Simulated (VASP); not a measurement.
Input:

```
SrTiO3
1.0
    3.99332     0.00000     0.00000
    0.00000     3.99332     0.00000
    0.00000     0.00000     3.99332
Sr Ti O
1 1 3
Direct
  0.00000   0.00000   0.00000
  0.50000   0.50000   0.50000
  0.50000   0.00000   0.50000
  0.00000   0.50000   0.50000
  0.50000   0.50000   0.00000
```

These are vdW-DF2, VASP's PBE PAW potentials (set 64) (plane waves; VASP) values and carry that method's errors. Settings: 520 eV cut-off, 6×6×6 Γ-centred mesh, tetrahedra with Blöchl corrections, potentials Sr_sv Ti_sv O.

The cores are frozen, which limits the accuracy of field gradients.

Q: Give the principal components of the electric field gradient (V/Å²) and the asymmetry η at each nucleus.

A: 
| atom | Vxx | Vyy | Vzz | η |
|---|---|---|---|---|
| Sr1 | 0.0 | 0.0 | 0.0 | - |
| Ti2 | 0.0 | 0.0 | 0.0 | - |
| O3 | -7.9 | -7.9 | 15.8 | 0.00 |
| O4 | -7.9 | -7.9 | 15.8 | 0.00 |
| O5 | -7.9 | -7.9 | 15.8 | 0.00 |

The compound is SrTiO3 in the cubic perovskite structure, the ideal cubic form; the compound distorts at low or room temperature. It was relaxed first, which changed the volume by +7 %.
